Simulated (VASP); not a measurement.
Given:

```yaml
crystal:
  lattice:
    - [4.97745, 0.00000, 0.00000]
    - [0.00000, 4.97745, 0.00000]
    - [0.00000, 0.00000, 4.97745]
  atoms:
    - { symbol: La, position: [0.00000, 0.50000, 0.50000] }
    - { symbol: La, position: [0.50000, 0.00000, 0.50000] }
    - { symbol: La, position: [0.50000, 0.50000, 0.00000] }
    - { symbol: Al, position: [0.00000, 0.00000, 0.00000] }
```

All values below come from PBEsol GGA, VASP's PBE PAW potentials (set 64) (plane waves; VASP). Run with 300 eV cut-off, 9×9×9 Γ-centred mesh, Gaussian smearing of 0.20 eV, potentials La Al.

At this cut-off the stress carries a Pulay error, which pulls relaxed volumes low.

Q: Estimate the energy per atom (σ→0), pressure, band gap (on the k-mesh) with the smallest direct gap where there is one.

A: 
```json
{
  "band gap (on the k-mesh)": "none (metal, semimetal or under 0.01 eV)",
  "energy per atom (σ→0)": "-5.217 eV/atom",
  "pressure": "-2.25 GPa"
}
```

Only differences to runs with the same potentials and settings are physical.

The structure comes from a computed database's La3Al entry; how it stands against other phases isn't given here. The cell was not relaxed at this level.
